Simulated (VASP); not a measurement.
A run of VASP 6.6.1:

File INCAR:

```
ALGO     = Fast           # electronic algorithm
EDIFF    = 1E-4           # SCF threshold, eV
EDIFFG   = -0.08          # ionic threshold
ENCUT    = 520            # plane-wave cutoff, eV
GGA      = PE             # functional
IBRION   = 2              # ionic algorithm
ISIF     = 3              # what is computed and relaxed
ISMEAR   = 0              # smearing method
LASPH    = T              # aspherical terms in the spheres
LCHARG   = F              # write CHGCAR
LREAL    = F              # projectors in reciprocal space
LWAVE    = F              # write WAVECAR
NELM     = 60             # most SCF steps
NSW      = 24             # ionic steps
PREC     = Normal         # precision mode
SIGMA    = 0.15           # smearing width, eV
```

Contents of KPOINTS:

```
k-points
0
Gamma
  4 4 4
```

POSCAR

```
TaMo2C3
1.0
    2.6224594500      1.5140776700      3.6483060600
   -2.6224594500      1.5140776700      3.6483060600
    0.0000000000     -3.0281553400      3.6483060600
Ta Mo C
1 2 3
Direct
    0.0000000000      0.0000000000      0.0000000000
    0.6292808700      0.6292808700      0.6292808700
    0.3707191300      0.3707191300      0.3707191300
    0.0000000000      0.0000000000      0.5000000000
    0.5000000000      0.0000000000      0.0000000000
    0.0000000000      0.5000000000      0.0000000000
```

Potentials or basis: VASP PAW PBE potentials, release 64 (Ta_pv, Mo_sv, C).

The run is started by

```console
$ cat potpaw_PBE.64/Ta_pv/POTCAR potpaw_PBE.64/Mo_sv/POTCAR potpaw_PBE.64/C/POTCAR > POTCAR
$ mpirun -np 1 vasp_std > vasp.out
```

Hardware: 1 thread of Intel(R) Xeon(R) Platinum 8259CL CPU @ 2.50GHz (Skylake/Cascade Lake) (shared host).

Task: Estimate the wall time of this run.

Result: Run time: 6.5 min on 1 thread of Intel(R) Xeon(R) Platinum 8259CL CPU @ 2.50GHz (Skylake/Cascade Lake), on a shared host, peak memory 0.18 GiB. Counts: scf iterations 218, k points 13, ion steps 24.
